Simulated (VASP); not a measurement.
All values below come from revPBE GGA, VASP's PBE PAW potentials (set 64) (plane waves; VASP).

VASP input:

### INCAR
```
SYSTEM=CoGa
PREC=Accurate; ENCUT=520; LREAL=.FALSE.
LASPH=.TRUE.
EDIFF=1E-7; NELM=100; ALGO=Normal
LMAXMIX=4
ISMEAR=1; SIGMA=0.1
GGA=RE
ISIF=2
LWAVE=.FALSE.; LCHARG=.FALSE.
```

### POSCAR
```
CoGa
1
    2.8418096747     0.0000000000     0.0000000000
    0.0000000000     2.8418096747     0.0000000000
    0.0000000000     0.0000000000     2.8418096747
Ga Co
1 1
Direct
  0.5000000000   0.5000000000   0.5000000000
  0.0000000000   0.0000000000   0.0000000000
```

File KPOINTS:
```
Automatic mesh
0
Gamma
13 13 13
0 0 0
```

POTCAR, in this order: Ga_d Co (PBE.64 set). Program: vasp_std.

Output of the run:

**OSZICAR**
```
       N       E                     dE             d eps       ncg     rms          rms(c)
DAV:   1     0.967080993706E+02    0.96708E+02   -0.10802E+04  2712   0.265E+03
DAV:   2    -0.579750669764E+01   -0.10251E+03   -0.10019E+03  2541   0.351E+02
DAV:   3    -0.105120997514E+02   -0.47146E+01   -0.47013E+01  2926   0.804E+01
DAV:   4    -0.105831163953E+02   -0.71017E-01   -0.71007E-01  3539   0.922E+00
DAV:   5    -0.105846768340E+02   -0.15604E-02   -0.15604E-02  3022   0.116E+00    0.962E+00
DAV:   6    -0.113770246559E+02   -0.79235E+00   -0.19888E+01  2878   0.606E+01    0.103E+01
DAV:   7    -0.969047392464E+01    0.16866E+01   -0.79776E+00  2667   0.450E+01    0.198E+00
DAV:   8    -0.966840671703E+01    0.22067E-01   -0.22099E-01  3037   0.561E+00    0.602E-01
DAV:   9    -0.966310843706E+01    0.52983E-02   -0.16595E-02  3530   0.213E+00    0.120E-01
DAV:  10    -0.966285912210E+01    0.24931E-03   -0.58386E-04  3429   0.367E-01    0.608E-02
DAV:  11    -0.966285255389E+01    0.65682E-05   -0.52341E-05  3603   0.130E-01    0.113E-02
DAV:  12    -0.966285170079E+01    0.85310E-06   -0.23524E-06  2940   0.255E-02    0.162E-03
DAV:  13    -0.966285155231E+01    0.14848E-06   -0.22443E-07  2376   0.687E-03    0.877E-04
DAV:  14    -0.966285148367E+01    0.68637E-07   -0.40525E-08  1491   0.355E-03
   1 F= -.96628515E+01 E0= -.96631953E+01  d E =0.103151E-02
```

### OUTCAR
```
------------------------ aborting loop because EDIFF is reached ----------------------------------------
  FORCE on cell =-STRESS in cart. coord.  units (eV):
  Direction    XX          YY          ZZ          XY          YZ          ZX
  --------------------------------------------------------------------------------------
  Total        1.7096627      1.7096627      1.7096627     -0.0000000     -0.0000000     -0.0000000
  in kB      119.3537479    119.3537479    119.3537479     -0.0000000     -0.0000000     -0.0000000
  external PRESSURE =     119.3537479 kB  Pullay stress =       0.0000000 kB
  volume of cell :       22.95
      direct lattice vectors                 reciprocal lattice vectors
     2.841809675  0.000000000  0.000000000     0.351888449  0.000000000  0.000000000
     0.000000000  2.841809675  0.000000000     0.000000000  0.351888449  0.000000000
     0.000000000  0.000000000  2.841809675     0.000000000  0.000000000  0.351888449
 POSITION                                       TOTAL-FORCE (eV/Angst)
 -----------------------------------------------------------------------------------
      1.42090      1.42090      1.42090         0.000000      0.000000      0.000000
      0.00000      0.00000      0.00000         0.000000      0.000000      0.000000
 -----------------------------------------------------------------------------------
    total drift:                                0.000000      0.000000     -0.000000
  FREE ENERGIE OF THE ION-ELECTRON SYSTEM (eV)
  ---------------------------------------------------
  free  energy   TOTEN  =        -9.6628514837 eV

  energy  without entropy=       -9.6638829985  energy(sigma->0) =       -9.66319532
```
(Selected blocks of OUTCAR.)

The compound is CoGa in the CsCl type structure. This cell is one point of a volume scan, at 0.94 of the reference volume. The run is not spin-polarised, so no magnetic state was tried.
